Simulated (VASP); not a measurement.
Here is the system:

```
CELL_PARAMETERS angstrom
      3.52778     0.00000     0.00000
     -1.76389     3.05515     0.00000
      0.00000     0.00000     5.81122
ATOMIC_POSITIONS crystal
  Nd 0.66667 0.33333 0.25000
  Nd 0.33333 0.66667 0.75000
  O  0.00000 0.00000 0.50000
  O  0.00000 0.00000 0.00000
```

These are PBEsol GGA, VASP's PBE PAW potentials (set 64) (plane waves; VASP 6.6.1) values and carry that method's errors. Numerical set-up: 520 eV cut-off, Gaussian smearing of 0.050 eV, potentials Nd_3 O.

The 4f electrons are frozen in the core of the lanthanide potential, so 4f levels, which can set the real gap, and their magnetism are missing.

Problem. Give the energies of bands 11 to 20 at the high-symmetry points, in eV from the Fermi level.

Solution. 
```csv
band,Γ,M,K,A,L,H
11,-7.20,-6.99,-5.69,-5.82,-5.74,-6.70
12,-5.62,-6.16,-5.69,-5.82,-5.74,-6.70
13,-5.62,-5.50,-5.69,-5.53,-5.57,-5.30
14,-5.28,-5.28,-5.33,-5.53,-5.57,-5.30
15,-5.28,-4.55,-5.33,-5.53,-5.35,-4.36
16,-3.80,-4.03,-4.58,-5.53,-5.35,-4.36
17,-0.54,-1.91,-0.21,0.74,-0.11,0.53
18,0.36,1.35,-0.21,0.74,-0.11,0.53
19,0.41,1.52,2.34,1.96,2.11,1.76
20,1.21,3.54,3.62,1.96,2.11,1.76
```

It has no gap at this level: it comes out as a metal or semimetal.

The structure comes from a computed database's NdO entry (P6_3/mmc); how it stands against other phases isn't given here. It was relaxed first.
